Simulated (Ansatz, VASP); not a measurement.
## Cross-check of ReOs (ReOs in the Bh ordering) between VASP and Ansatz

One calculation is typed for both programs; each brings its own data sets. How far apart do they land? The cell is generated by rule, not measured, and may not be a known phase. The cell is taken from a series of runs on this material, whose earlier steps may have relaxed, scaled, displaced or heated it; both programs get it as it stands.

Program: Ansatz 0.2.0. Level of theory: plane waves, with VASP 6.6.1 beside it; relaxation of cell and atoms at PBEsol and zone-centre phonons at PBEsol. Results are calculated unless marked as measured.

The structure was built from a prototype and need not be the compound's stable phase.

### 1. The structure

Symmetry: P-6m2, No. 187, hexagonal system. Conventional cell: a = 2.743 Å, b = 2.743 Å, c = 4.355 Å, α = 90.00°, β = 90.00°, γ = 120.00°. Nearest to Os lie 6 Re at 2.69 Å and 6 Os at 2.74 Å. Re has 6 Os at 2.69 Å and 6 Re at 2.74 Å nearest. Farther neighbours are not listed.

### 2. VASP: relaxation of cell and atoms, PBEsol

The relaxed volume is the usual yardstick between codes: in a stiff, nearly cubic crystal its relative difference is about their pressure difference at one cell divided by the bulk modulus.

Lines of VASP's logs that name or quote its potential files are left out, and so is its time.

The input, INCAR:

```
SYSTEM = ReOs
PREC = Accurate
ENCUT = 600
EDIFF = 1E-07
NELM = 120
ISMEAR = 1
SIGMA = 0.2
LREAL = .FALSE.
ALGO = Normal
GGA = PS
NBANDS = 13
LASPH = .TRUE.
LORBIT = 11
LWAVE = .FALSE.
LCHARG = .FALSE.
ISIF = 3
IBRION = 2
NSW = 80
EDIFFG = -0.005
GGA_COMPAT = .FALSE.
NELMIN = 4
KPAR = 2
```

The input, POSCAR:

```
ReOs
1.0
    2.7432800000     -0.0000030000      0.0000000000
   -1.3716380000      2.3757520000      0.0000000000
    0.0000000000      0.0000000000      4.3548880000
Os Re
1 1
Direct
    0.3333336465      0.6666668070      0.2500000000
    0.6666667180      0.3333331930      0.7500000000
```

The input, KPOINTS:

```
Automatic mesh
0
Gamma
12 12 8
0 0 0
```

PAW data sets: Os and Re (PBE family, release 64).

The run is started by

```sh
$ mpirun -np 2 vasp_std
```

Numbers of over 12 decimals in the logs are rounded to 6 here.

Log:

```text
[banner, memory and clock lines left out]
running    2 mpi-ranks, on    1 nodes
 distrk:  each k-point on    1 cores,    2 groups
 distr:  one band on    1 cores,    1 groups

 POSCAR found type information on POSCAR OsRe
 POSCAR found :  2 types and       2 ions
|                                                                             |
|               ----> ADVICE to this user running VASP <----                  |
|                                                                             |
|     You enforced a specific xc type in the INCAR file but a different       |
|     [... a line on the potential file left out ...]
|     I HOPE YOU KNOW WHAT YOU ARE DOING!                                     |
|                                                                             |

 LDA part: xc-table for (Slater+PW92), standard interpolation
 POSCAR, INCAR and KPOINTS ok, starting setup
 FFT: planning ... GRIDC
 FFT: planning ... GRID_SOFT
 FFT: planning ... GRID
 WAVECAR not read
 entering main loop
       N       E                     dE             d eps       ncg     rms          rms(c)
DAV:   1     0.586040110204E+02    0.58604E+02   -0.75844E+03  3965   0.142E+03
DAV:   2    -0.246090885104E+02   -0.83213E+02   -0.72548E+02  3865   0.351E+02
DAV:   3    -0.273251205508E+02   -0.27160E+01   -0.26118E+01  3623   0.598E+01
DAV:   4    -0.273629591879E+02   -0.37839E-01   -0.36686E-01  3678   0.578E+00
DAV:   5    -0.273633800805E+02   -0.42089E-03   -0.42077E-03  3415   0.482E-01    0.367E+01
DAV:   6    -0.262031618254E+02    0.11602E+01   -0.14467E+00  4218   0.139E+01    0.163E+01
DAV:   7    -0.261603714706E+02    0.42790E-01   -0.20829E+00  4695   0.464E+01    0.563E+00
DAV:   8    -0.257905665845E+02    0.36980E+00   -0.10571E+00  4732   0.257E+01    0.643E-01
DAV:   9    -0.257857142967E+02    0.48523E-02   -0.40210E-02  3825   0.228E+00    0.359E-01
DAV:  10    -0.257851744016E+02    0.53990E-03   -0.97103E-04  4117   0.756E-01    0.146E-01
DAV:  11    -0.257851065555E+02    0.67846E-04   -0.39822E-04  4342   0.531E-01    0.575E-02
DAV:  12    -0.257851071643E+02   -0.60878E-06   -0.37221E-05  4031   0.111E-01    0.121E-02
DAV:  13    -0.257851025840E+02    0.45804E-05   -0.34831E-06  3915   0.384E-02    0.701E-03
DAV:  14    -0.257851016253E+02    0.95861E-06   -0.90772E-08  1868   0.945E-03    0.145E-03
DAV:  15    -0.257851016324E+02   -0.70532E-08   -0.49121E-08  1640   0.292E-03
   1 F= -.25785102E+02 E0= -.25785037E+02  d E =-.257851E+02
[...]
2 F= -.25784775E+02 E0= -.25784717E+02  d E =0.327053E-03
[...]
3 F= -.25785119E+02 E0= -.25785056E+02  d E =-.177292E-04
[...]
4 F= -.25785119E+02 E0= -.25785056E+02  d E =-.176953E-04
[...]
5 F= -.25785119E+02 E0= -.25785056E+02  d E =-.176544E-04
[...]
6 F= -.25785118E+02 E0= -.25785055E+02  d E =0.108623E-05
 trial-energy change:    0.000001  1 .order    0.000001   -0.000006    0.000008
 step:   0.3458(harm=  0.3458)  dis= 0.00000  next Energy=   -25.785120 (dE=-0.118E-05)
 bond charge predicted
       N       E                     dE             d eps       ncg     rms          rms(c)
DAV:   1    -0.257851233611E+02   -0.51633E-05   -0.21450E-04  3920   0.361E-01    0.102E-02
DAV:   2    -0.257851214433E+02    0.19178E-05   -0.36318E-06  4269   0.359E-02    0.786E-03
DAV:   3    -0.257851209115E+02    0.53179E-06   -0.18383E-06  3932   0.379E-02    0.342E-03
DAV:   4    -0.257851205250E+02    0.38651E-06   -0.68663E-07  3393   0.138E-02    0.651E-04
DAV:   5    -0.257851205273E+02   -0.23130E-08   -0.42545E-08  1435   0.300E-03
   7 F= -.25785121E+02 E0= -.25785057E+02  d E =-.124053E-05
 curvature:  -0.18 expect dE=-0.383E-07 dE for cont linesearch -0.730E-09
 trial: gam= 0.00440 g(F)=  0.100E-43 g(S)=  0.210E-06 ort =-0.170E-06 (trialstep = 0.741E+00)
 search vector abs. value=  0.209E-06
 reached required accuracy - stopping structural energy minimisation
```

From OUTCAR (step 2):

```text
ion  position               nearest neighbor table
   1  0.333  0.667  0.250-   2 2.69   2 2.69   2 2.69   2 2.69   2 2.69   2 2.69
   2  0.667  0.333  0.750-   1 2.69   1 2.69   1 2.69   1 2.69   1 2.69   1 2.69

  LATTYP: Found a hexagonal cell.
 ALAT       =     2.7432800000
 C/A-ratio  =     1.5874748476

 Subroutine GETGRP returns: Found 12 space group operations
 (whereof  6 operations were pure point group operations)

The static configuration has the point symmetry C_3v.
 The point group associated with its full space group is D_3h.

 Found     95 irreducible k-points:

   k-points           NKPTS =     95   k-points in BZ     NKDIM =     95   number of bands    NBANDS=     13

   dimension x,y,z NGX =    24 NGY =   24 NGZ =   36
   dimension x,y,z NGXF=    48 NGYF=   48 NGZF=   72

   ENCUT  =  600.0 eV  44.10 Ry    6.64 a.u.   5.48  5.48  8.70*2*pi/ulx,y,z

   NELECT =      15.0000    total number of electrons

 k-points in reciprocal lattice and weights: Automatic mesh
   0.00000000  0.00000000  0.00000000       0.001
   0.08333333  0.00000000  0.00000000       0.005
   0.16666667  0.00000000  0.00000000       0.005
   0.25000000 -0.00000000  0.00000000       0.005
   0.33333333  0.00000000  0.00000000       0.005
   0.41666667  0.00000000  0.00000000       0.005
   0.50000000 -0.00000000  0.00000000       0.003
   0.08333333  0.08333333  0.00000000       0.005
   0.16666667  0.08333333  0.00000000       0.010
[...]
0.33333333  0.25000000  0.50000000       0.010
   0.33333333  0.33333333  0.50000000       0.002

 average (electrostatic) potential at core
       1 -43.4768       2 -38.3541

 E-fermi :   8.6475

 k-point     1 :       0.0000    0.0000    0.0000
  band No.  band energies     occupation
    ...
      5       6.4779      2.00000
      6       7.3241      2.00000
      7       7.3241      2.00000
      8       7.7712      2.00000
      9       7.7712      2.00000
     10       9.0407     -0.01782
     11      11.3087     -0.00000
     12      11.3087     -0.00000
     13      18.3795      0.00000

 k-point     2 :       0.0833    0.0000    0.0000
  band No.  band energies     occupation
    ...
      6       7.2268      2.00000
      7       7.2987      2.00000
      8       7.5741      2.00000
      9       7.5750      2.00000
     10       8.2975      2.03286
     11      11.4432     -0.00000
     12      12.5784     -0.00000
     13      18.3630      0.00000

 k-point     3 :       0.1667    0.0000    0.0000
  band No.  band energies     occupation
    ...
      6       7.0269      2.00000
      7       7.1097      2.00000
      8       7.6686      2.00000
      9       7.7641      2.00000
     10       8.3052      2.03611
     11      11.7324     -0.00000
     12      14.6755      0.00000
     13      18.2144      0.00000

  Total       -0.0019486     -0.0019486     -0.0010536      0.0000000     -0.0000000      0.0000000
  in kB       -0.1099234     -0.1099235     -0.0594358      0.0000000     -0.0000000      0.0000000
  external PRESSURE =      -0.0930942 kB  Pullay stress =       0.0000000 kB

  energy-cutoff  :      600.00
  volume of cell :       28.40
      direct lattice vectors                 reciprocal lattice vectors
     2.744214960 -0.000003001 -0.000000000     0.364403170  0.210387800 -0.000000000
    -1.372105479  2.376561700  0.000000000     0.000000460  0.420776213 -0.000000000
     0.000000000  0.000000000  4.354928541     0.000000000 -0.000000000  0.229624893

 POSITION                                       TOTAL-FORCE (eV/Angst)
 -----------------------------------------------------------------------------------
      0.00000      1.58437      1.08873        -0.000000      0.000000     -0.000000
      1.37211      0.79218      3.26620         0.000000     -0.000000      0.000000
 -----------------------------------------------------------------------------------
    total drift:                               -0.000032     -0.000006      0.000000

  FREE ENERGIE OF THE ION-ELECTRON SYSTEM (eV)
  ---------------------------------------------------
  free  energy   TOTEN  =       -25.7851205273 eV

  energy  without entropy=      -25.7849311491  energy(sigma->0) =      -25.78505740

 reached required accuracy - stopping structural energy minimisation

 total charge
# of ion       s       p       d       tot
------------------------------------------
    1        0.671   0.791   6.042   7.505
    2        0.627   0.709   4.872   6.209
--------------------------------------------------
tot          1.298   1.501  10.914  13.714

[... 3 further parts left out ...]
```

This run has no spin polarisation. Its electron count is odd, so without a moment it is a metal by construction. The data set Re keeps the semicore shell frozen, which is cheaper and a little less accurate. The run keeps the 12 symmetry operations of its start, so it cannot find a distortion of lower symmetry.

### 3. Ansatz: relaxation of cell and atoms, PBEsol

Ansatz runs on its default PAW (the set named soft_2) files.

The same cell, functional, mesh and smearing now go to Ansatz, which takes its cutoff from its data sets.

The input, input.yaml:

```yaml
crystal:
  lattice:
    - [2.743280355, -2.901e-06, 0.0]
    - [-1.3716376652, 2.3757519277, 0.0]
    - [0.0, 0.0, 4.3548879266]
  atoms:
    - { symbol: Os, position: [0.3333333333, 0.6666666667, 0.25] }
    - { symbol: Re, position: [0.6666666667, 0.3333333333, 0.75] }
kpoints:
  mp_grid: { grid: [12, 12, 8] }
hamiltonian:
  xc: pbesol
scf:
  occupations: { method: methfessel_paxton, width: 0.2 }
output:
  forces: true
  stress: true
  eigenvalues: true
relax:
  adjacent_minimum: "off"
  f_tol: 0.001
  max_steps: 60
  cell: { stress_tol: 0.01 }
```

The run is started by

```sh
$ ansatz run input.yaml --threads 4 --pin off --max-ram 8192MiB --backend cpu --events-out ev --progress --plain --runs-dir out
```

Log:

```text
Engine: ansatz 0.2.0, aarch64-unknown-linux-gnu
Pseudopotentials: kind: paw
Pseudopotential: Os, paw, valence charge 16, recommended cutoff 420 eV (normal), Os.paw.azcp
Pseudopotential: Re, paw, valence charge 15, recommended cutoff 420 eV (normal), Re.paw.azcp
Functional definition: PBEsol
  exchange = pbesol_x
  correlation = pbesol_c
Crystal: 2 atoms, lattice volume = 28.382 Å³
Basis set: ecut = 420 eV, 573 PW (Γ), exchange–correlation on 40×40×60 points (8 copies of the dense FFT grid, shifted against one another)
Bands: 20, of which v1, the nominal top of the filled ones, is band 16 counted from 1 (15 counted from 0)
Symmetry: 12 space group operations
Space group: P-6m2 (ITA 187), of the structure as read, at distance tolerance 3.1e-5 Å
k-points: 95 of 1152 (time reversal used)
Non-local potential: Os, projectors of the file, l = 0: 3, l = 1: 2, l = 2: 2, l = 3: 1
Non-local potential: Re, projectors of the file, l = 0: 3, l = 1: 2, l = 2: 2, l = 3: 1
PAW form: soft (Blöchl's): semilocal exchange-correlation on the pseudo side does not see the compensation charge
PAW frozen core: Os, regenerated for the run's functional, and the local potential with it (the file was generated under x = pbe(κ = 0.804, μ = 0.219515), c = pbe(β = 0.066725))
PAW frozen core: Re, regenerated for the run's functional, and the local potential with it (the file was generated under x = pbe(κ = 0.804, μ = 0.219515), c = pbe(β = 0.066725))
PAW one-centre angular grid: Os, 590 points (default); XC on 64 Gauss nodes
PAW one-centre angular grid: Re, 590 points (default); XC on 64 Gauss nodes
Initial density: superposition of atomic densities (neutral atoms: chi_scale 0, normalization atom), corrected by the library's trained network
Initial wavefunctions: pseudopotential atomic-orbital guess
Functional: x = pbesol(κ = 0.804, μ = 0.123457), c = pbesol(β = 0.046)
SCF iter   1: F=—  HF=-21988.478785 eV  |F-HF|=—  |Δ(HF+E_count)|=         —  Δρ=1.01e-2  dr2=1.53e-2  ethr=1.77e-3  ⟨swp⟩=4.6  Hψ=7414  notcnv=0
preconditioner: auto → none  [metal: Δε(μ)=0.030 eV  Ē_g=7.023 eV  σ=0.200 eV  W_gap=0.13  n_scr=8 (ndim 8)  ℏωp=27.0 eV  f_vac=0.000  D(μ)=1.27/eV (n_scr^D=8)  sad-step TF]
SCF iter   2: F=—  HF=-21988.479554 eV  |F-HF|=—  |Δ(HF+E_count)|=   7.69e-4  S|Δr|=    0.00e0  Δρ=6.04e-3  dr2=8.84e-3  ethr=4.94e-5  ⟨swp⟩=1.4  Hψ=2859  notcnv=0
SCF iter   3: F=—  HF=-21988.478900 eV  |F-HF|=—  |Δ(HF+E_count)|=   6.54e-4  S|Δr|=    0.00e0  Δρ=6.12e-4  dr2=2.07e-4  ethr=2.85e-5  ⟨swp⟩=2.4  Hψ=2554  notcnv=0
SCF iter   4: F=—  HF=-21988.478878 eV  |F-HF|=—  |Δ(HF+E_count)|=   2.15e-5  S|Δr|=    0.00e0  Δρ=9.00e-5  dr2=2.15e-6  ethr=6.67e-7  ⟨swp⟩=1.1  Hψ=1912  notcnv=0
SCF iter   5: F=—  HF=-21988.478871 eV  |F-HF|=—  |Δ(HF+E_count)|=   6.66e-6  S|Δr|=    0.00e0  Δρ=2.02e-5  dr2=9.82e-8  ethr=3.23e-10  ⟨swp⟩=4.1  Hψ=8885  notcnv=0
SCF iter   6: F=-21988.478871 eV  HF=-21988.478871 eV  |F-HF|=6.91e-10  |Δ(HF+E_count)|=   1.45e-8  S|Δr|=    0.00e0  Δρ=2.46e-6  dr2=1.17e-9  ethr=3.17e-10  ⟨swp⟩=2.5  Hψ=6401  notcnv=0
SCF 1 converged in 6 iterations: F = -21988.478871 eV  dr2 = 1.17e-9
  greatest PAW one-centre occupation: 1.000 electrons in one spin orbital (limit 2), on the Os atom at site 0 (counted from 0), in its partial waves of l = 0
relax step   1: F+E_penalty+E_count = -21988.47887137 eV  Δ(F+E_penalty+E_count) = +0.000e0 eV  max|allowed force component| = 1.018e-16 eV/Å  Δτ_max = 0.0000 Å  P = -0.024 GPa  Ω = 28.382 Å³  (6 SCF iters, dr2 threshold 1.00e-7 eV, accepted)
[...]
relax step   2: F+E_penalty+E_count = -21988.47887444 eV  Δ(F+E_penalty+E_count) = -3.073e-6 eV  max|allowed force component| = 3.701e-17 eV/Å  Δτ_max = 0.0000 Å  P = +0.051 GPa  Ω = 28.377 Å³  energy of the carried Pulay correction = +3.585e-6 eV  (3 SCF iters, dr2 threshold 4.10e-9 eV, rejected (line search))
[...]
relax step   3: F+E_penalty+E_count = -21988.47887263 eV  Δ(F+E_penalty+E_count) = -1.264e-6 eV  max|allowed force component| = 3.701e-17 eV/Å  Δτ_max = 0.0000 Å  P = -0.001 GPa  Ω = 28.381 Å³  energy of the carried Pulay correction = +1.092e-6 eV  (5 SCF iters, accepted)
[...]
relax step   4: F+E_penalty+E_count = -21988.47887042 eV  Δ(F+E_penalty+E_count) = +2.213e-6 eV  max|allowed force component| = 6.476e-17 eV/Å  Δτ_max = 0.0000 Å  P = -0.001 GPa  Ω = 28.381 Å³  stress off target by 1.52e-3 GPa  SCF on the basis re-selected at this cell (its energy is not comparable with the rows above)  (4 SCF iters)
basis re-selected at this cell: Δ(F+E_penalty+E_count) = +2.213e-6 eV, ΔP = +0.000 GPa vs the last step (what re-selecting the basis moved, of the pressure what is left beyond the Pulay correction that the steps carried, after the strain that the cell walked since its last selection, with what the two solves' SCF thresholds leave and, on support functions, any second-order correction that the steps lacked; it is no m [...]
SCF converged after 4 iterations
Stability not checked: this state was not tested for a lower state beside it, because cold or Methfessel-Paxton smearing, or corrected tetrahedra, fill the levels in a way that the test cannot read (fill_not_monotonic; see scf.lower_state_search)
Free energy (F): -21988.478870 eV
Harris-Foulkes:  -21988.478870 eV  (|F-HF|=0.00e0)
Internal energy: -21988.478747 eV  (E = F + TS)
E sigma→0 (E₀):  -21988.478840 eV
Entropy (-TS):   -0.000123 eV (-0.062 meV/atom)
Fermi energy:    25.140650 eV
--- Per-component energies (eV) ---
  E_band       = -133.929503
  E_kinetic    = 1104.605628
  E_local      = -1534.186257  (includes V_loc(G=0)·N_el)
  E_nonlocal   = 51.868485
  E_hartree    = 595.086145
  E_xc         = -667.224066
  E_vxc        = -588.764059  (∫ρ·V_xc dr)
  E_paw        = -17410.838797  (= ΣΔE_a)
  E_vpaw       = -357.625432  (= ΣTr[D̂ρ^β])
  E_aug_tail   = -0.000146  (compensation charges beyond the density's cutoff)
  E_ewald      = -4128.270934
  E_core_change = 0.481195  (= ΣΔE_core)
  E_smearing   = -0.000123  (= −TS)
  E_closure    = 0.000000  (closes the sum)
  Σ components = -21988.478870   (vs F -21988.478870, Δ=0.00e0)
--- Forces (eV/Å), atoms counted from 1 ---
  atom   1  Os     0.00000000     0.00000000     0.00000000
  atom   2  Re     0.00000000    -0.00000000     0.00000000
  max |Σ_I F_I| component: 4.63e-17 eV/Å
--- Stress (GPa, compression-positive) ---
       -0.001519       0.000000       0.000000
        0.000000      -0.001519      -0.000000
        0.000000      -0.000000       0.000899
  P = ⅓ Tr σ = -0.0007 GPa (-0.007 kbar)
--- Band table (eV; the first three rows and the last of 95) ---
  k-point 0: bands = [... 12 lower, 22.9727, 23.8223, 23.8223, 24.2718, 24.2718, 25.5377, 27.8136, 27.8136]
  k-point 1: bands = [... 12 lower, 22.8502, 23.6099, 23.6099, 24.6227, 24.6227, 24.9576, 27.8434, 27.8434]
  k-point 2: bands = [... 12 lower, 22.5262, 23.2657, 23.2657, 23.7487, 25.3032, 25.3032, 27.8315, 27.8315]
  k-point 94: bands = [... 12 lower, 21.9711, 22.6417, 24.4200, 24.5813, 27.2765, 28.0090, 33.7449, 34.5937]
--- Relaxed structure (3 steps of the walk, 2 accepted, 1 SCFs on fresh bases) ---
  F+E_penalty+E_count = -21988.47887042 eV   max|allowed force component| = 6.476e-17 eV/Å   (the final SCF, on the basis selected at the relaxed cell)
  cell:  # Å, volume = 28.3808 Å³
    - [2.743269, -2.9009652919745587e-6, 0]
    - [-1.371632, 2.375742, 0]
    - [0, 0, 4.354690]
  atoms:
    - { symbol: Os, position: [0.333333, 0.666667, 0.25] }
    - { symbol: Re, position: [0.666667, 0.333333, 0.750000] }
```

Reading the cycles: dr2 is the Hartree energy of the density residual (eV), the measure of convergence; HF is the Harris–Foulkes estimate of the energy, which meets the free energy F at convergence.

### 4. Comparison

Known differences besides the potentials themselves: the data sets hold 31 valence electrons in Ansatz (on its default PAW (the set named soft_2) files) and 15 in VASP; the cutoff is 420 eV in Ansatz and 600 eV in VASP; Ansatz makes its cores anew for this functional, VASP keeps those of its PBE data sets; Ansatz adds a Pulay correction to the stress that steers its cell, VASP none. Total energies have different zeros and are not compared.

Compared:

```csv
quantity,Ansatz,VASP,difference
volume (Å³),28.38,28.40,-0.07 %
"edge a after relaxation, in the typed setting (Å)",2.743,2.744,-0.03 %
"edge c after relaxation, in the typed setting (Å)",4.355,4.355,+0.00 %
```

[end of part 1 of 2]

[Lines on the potential files, build, host, timing and source positions are cut from VASP's logs without a mark.]

[Logs are printed without paths, hosts, clocks, repeated set-up lines and the standing remarks that a program may print on its own settings, such as how far it seeks lower states.]

[Hosts, paths, dates, database ids (printed as entryN), source tags and the programs' standing remarks are cut or masked in the printed files.]
